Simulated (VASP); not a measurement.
Input:

```yaml
crystal:
  lattice:
    - [3.00985, 0.00000, 0.00000]
    - [-1.50493, 2.60661, 0.00000]
    - [0.00000, 0.00000, 7.34497]
  atoms:
    - { symbol: Mg, position: [0.00000, 0.00000, 0.00000] }
    - { symbol: Zn, position: [0.33333, 0.66667, 0.66851] }
    - { symbol: Zn, position: [0.66667, 0.33333, 0.33149] }
    - { symbol: O, position: [0.33333, 0.66667, 0.16107] }
    - { symbol: O, position: [0.66667, 0.33333, 0.83893] }
    - { symbol: O, position: [0.00000, 0.00000, 0.50000] }
```

These are PBEsol GGA, VASP's PBE PAW potentials (set 64) (plane waves; VASP) values and carry that method's errors. Numerical set-up: 520 eV cut-off, Gaussian smearing of 0.050 eV, potentials Mg Zn O.

Problem. Estimate the band gap (along the path) with the smallest direct gap where there is one.

Solution. 
| Property | Result |
|---|---|
| band gap (along the path) | 1.84 eV |
| smallest direct gap (along the path) | 1.84 eV |

Only differences to runs with the same potentials and settings are physical.

The structure comes from a computed database's MgZn2O3 entry (P-3m1); how it stands against other phases isn't given here. It was relaxed first.
